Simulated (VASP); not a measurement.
Data:

```xyz
2
Lattice="0.0000 2.1502 2.1502 2.1502 0.0000 2.1502 2.1502 2.1502 0.0000" Properties=species:S:1:pos:R:3 pbc="T T T"
Si     0.0000     0.0000     0.0000
C      1.0751     1.0751     1.0751
```

Level of theory: LDA (Ceperley-Alder, Perdew-Zunger), VASP's LDA PAW potentials (set 64) (plane waves; VASP). Run with 620 eV cut-off, 11×11×11 Γ-centred mesh, Gaussian smearing of 0.050 eV, potentials Si C.

### Question
Estimate the energy per atom (σ→0), pressure.

### Answer

The energy per atom (σ→0) comes out as -8.319 eV/atom and the pressure is 4.99 GPa.

The absolute energy has meaning only against runs of the same code, potentials and settings.

The compound is SiC in the zinc blende structure. It was relaxed first under an external pressure of 5 GPa.
